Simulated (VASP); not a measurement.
Given:

```yaml
crystal:
  lattice:
    - [2.85853, 0.00000, 0.00000]
    - [0.00000, 2.85853, 0.00000]
    - [0.00000, 0.00000, 2.85853]
  atoms:
    - { symbol: Al, position: [0.50000, 0.50000, 0.50000] }
    - { symbol: Ni, position: [0.00000, 0.00000, 0.00000] }
```

Calculation: PBE GGA with D3 dispersion (Becke-Johnson damping), VASP's PBE PAW potentials (set 64) (plane waves; VASP 6.6.1). Run with 520 eV cut-off, 11×11×11 Γ-centred mesh, first-order Methfessel-Paxton smearing of 0.10 eV, potentials Al Ni.

Predict the energy per atom (σ→0), band gap (on the k-mesh) with the smallest direct gap where there is one.

The band gap (on the k-mesh) is none (metal, semimetal or under 0.01 eV) and the energy per atom (σ→0) is -5.712 eV/atom.

Only differences to runs with the same potentials and settings are physical.

The compound is NiAl in the CsCl type structure. It was relaxed first. The start is the result of an earlier pass. The run is not spin-polarised, so no magnetic state was tried. The electron count is odd and the run is not spin-polarised, which forces a metal.
